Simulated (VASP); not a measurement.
Computed with r2SCAN meta-GGA, VASP's PBE PAW potentials (set 64) (plane waves; VASP 6.6.1).

The input files of a VASP run:

File POSCAR:
```
K
2.6833490
 -0.9999998589   0.9950247352   0.9999998589
  0.9900496115  -0.9950247352   0.9900496115
  0.9999998589   0.9950247352  -0.9999998589
K
1
Cart
  0.0000000000   0.0000000000   0.0000000000
```

INCAR:
```
! general
SYSTEM  = K
PREC    = Accurate
ENCUT   = 480
LREAL   = .FALSE.
LASPH   = .TRUE.

! electronic loop
EDIFF   = 1E-7
NELM    = 100
ALGO    = Normal
LMIXTAU = .TRUE.

! smearing
ISMEAR  = 1
SIGMA   = 0.1

! functional
METAGGA = R2SCAN

! ions
ISIF    = 2

! output
LWAVE   = .FALSE.
LCHARG  = .FALSE.
```

**KPOINTS**
```
Automatic mesh
0
Gamma
10 10 10
0 0 0
```

POTCAR, in this order: K_sv (PBE.64 set). Program: vasp_std.

Q: What does the run give for the energy per atom (σ→0), band gap (on the k-mesh)?

A: 
The energy per atom (σ→0) is -6.008 eV/atom and the band gap (on the k-mesh) comes out as none (metal, semimetal or under 0.01 eV).

### OSZICAR
```
...
DAV:  27    -0.600802015457E+01    0.49435E-05   -0.75651E-06  3912   0.308E-02    0.624E-03
DAV:  28    -0.600802650490E+01   -0.63503E-05   -0.67323E-06  2968   0.238E-02    0.474E-03
DAV:  29    -0.600802182004E+01    0.46849E-05   -0.81496E-06  2928   0.236E-02    0.181E-03
DAV:  30    -0.600802237639E+01   -0.55634E-06   -0.12857E-06  2992   0.100E-02    0.970E-04
DAV:  31    -0.600802381929E+01   -0.14429E-05   -0.24091E-07  4520   0.635E-03    0.147E-03
DAV:  32    -0.600802268683E+01    0.11325E-05   -0.14006E-06  3080   0.140E-02    0.844E-04
DAV:  33    -0.600802265417E+01    0.32665E-07   -0.56244E-07  3144   0.787E-03
   1 F= -.60080227E+01 E0= -.60076524E+01  d E =-.111065E-02
```

The compound is K in the bcc structure. This cell was strained or had an atom moved on purpose.
